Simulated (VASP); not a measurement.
Runs of VASP 6.6.1 on AlN. It takes space group P6_3mc (No. 186, hexagonal). Conventional cell: a = 3.110 Å, b = 3.110 Å, c = 4.980 Å, α = 90.00°, β = 90.00°, γ = 120.00°. Al (site symmetry 3m) has 4 N at 1.89 to 1.90 Å as nearest neighbours. N (site symmetry 3m) is surrounded by 4 Al at 1.89 to 1.90 Å. 

| level | k mesh | grid for exact exchange (PRECFOCK) | screening parameter | gap on the mesh (eV) | pressure (GPa) | largest force (eV/Å) |
| --- | --- | --- | --- | --- | --- | --- |
| HSE06 | 6 × 6 × 4 | Normal | 0.2 1/A | (c) | -1.3 | 0.01 |
| TB-mBJ | 8 × 8 × 5 | - | - | 5.37 | - | - |
| PBE | 8 × 8 × 5 | - | - | (a) | (b) | 0.01 |
| r2SCAN | 8 × 8 × 5 | - | - | 4.89 | -0.9 | 0.02 |

Alike in all rows: task single point; potentials or basis VASP PAW PBE potentials, release 64 (Al, N); no spin polarisation; cell as given; cutoff (eV) 520; smearing fermi-dirac 0.05 eV.

Estimate the missing entries.

(a) 4.21; (b) 3.9; (c) 5.58.

Caveats: the PAW data sets were made with another functional, which shifts forces and pressure a little (some runs); an odd mesh through Γ misses points on the zone boundary, where band edges often lie (some runs).

Not every run made on this cell is shown here.
